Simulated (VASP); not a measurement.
```yaml
crystal:
  lattice:
    - [0.00000, 2.99225, 2.99225]
    - [2.99225, 0.00000, 2.99225]
    - [2.99225, 2.99225, 0.00000]
  atoms:
    - { symbol: Pb, position: [0.00000, 0.00000, 0.00000] }
    - { symbol: F, position: [0.25000, 0.25000, 0.25000] }
    - { symbol: F, position: [0.75000, 0.75000, 0.75000] }
```

These are revTPSS meta-GGA, VASP's PBE PAW potentials (set 64) (plane waves; VASP) values and carry that method's errors. Settings: 520 eV cut-off, 7×7×7 Γ-centred mesh, Gaussian smearing of 0.050 eV, potentials Pb_d F.

Task: The job: PbF2 (fluorite), 3 atoms, revTPSS, static run, 520 eV, 7×7×7 Γ-centred mesh. Roughly how much core time does it take on a busy server core?

Result: About 50 core-seconds (one run on a shared machine, a rough figure). It had 20 irreducible k-points, 18 bands, up to 1464 plane waves and 22 electronic steps.

The compound is PbF2 in the fluorite structure, the β form. This cell is one point of a volume scan, at 1.03 of the reference volume.
